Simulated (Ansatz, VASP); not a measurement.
**HfZrGe4: VASP beside Ansatz**

```
CELL_PARAMETERS angstrom
0.00000 3.83602 3.83602
3.83602 0.00000 3.83602
3.83602 3.83602 0.00000
ATOMIC_POSITIONS crystal
Zr 0.75000 0.75000 0.75000
Hf 0.00000 0.00000 0.00000
Ge 0.87559 0.37480 0.37480
Ge 0.37480 0.87559 0.37480
Ge 0.37480 0.37480 0.87559
Ge 0.37480 0.37480 0.37480
```

Change from the starting cell: species swapped into the YbCdNi4 type (F-43m, No. 216).

Alike in both runs: functional PBE; k mesh 8 × 8 × 8; occupations gaussian, width 0.1 eV; no spin polarisation.

Ansatz relaxed the structure, and its values are those at the end. VASP's run is a single point on that final structure, the one shown.

|  | VASP | Ansatz |
| --- | --- | --- |
| version | VASP 6.6.1 | Ansatz 0.2.0 |
| potentials or method | VASP PAW PBE potentials, release 64 (Zr_sv, Hf_pv, Ge_d) | scalar-relativistic, plane waves, PAW |
| plane-wave cutoff (eV) | 520 | 420 |
| valence electrons in the cell | 78 | 94 |

VASP gave:

| Property | Result |
| --- | --- |
| gap on the k mesh at the Fermi level (eV) | none |
| pressure (GPa) | -0.1 |

Problem. Which values does Ansatz return?

Solution. gap on the k mesh at the Fermi level (eV): none; pressure (GPa): 0.0.

A gap of «none» marks a metal or a gap that the smearing closes. The two sets of potentials don't hold the same shells in valence.

The runs have no spin-orbit coupling, so splittings on Hf are missing.
